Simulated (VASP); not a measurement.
```yaml
crystal:
  lattice:
    - [3.14278, 0.00000, 0.00000]
    - [0.00000, 3.14278, 0.00000]
    - [0.00000, 0.00000, 3.14278]
  atoms:
    - { symbol: Tm, position: [0.00000, 0.00000, 0.00000] }
```

Method: PBEsol GGA, VASP's PBE PAW potentials (set 64) (plane waves; VASP). Run with 400 eV cut-off, Gaussian smearing of 0.050 eV, potentials Tm_3.

The 4f electrons are frozen in the core of the lanthanide potential, so 4f levels, which can set the real gap, and their magnetism are missing.

Give the energies of bands 4 to 7 at the high-symmetry points, in eV from the Fermi level.

```json
[
 {"band": "4", "Γ": "-5.50", "X": "-2.49", "M": "-2.07", "R": "-0.64"},
 {"band": "5", "Γ": "-0.63", "X": "0.00", "M": "-0.07", "R": "-0.64"},
 {"band": "6", "Γ": "-0.63", "X": "0.20", "M": "3.92", "R": "-0.64"},
 {"band": "7", "Γ": "6.41", "X": "3.29", "M": "3.92", "R": "5.97"}
]
```

It has no gap at this level: it comes out as a metal or semimetal.

The structure was generated: Tm was put into the simple-cubic type (Pm-3m), which need not be its known phase. It was relaxed first, which changed the volume by -8 %.
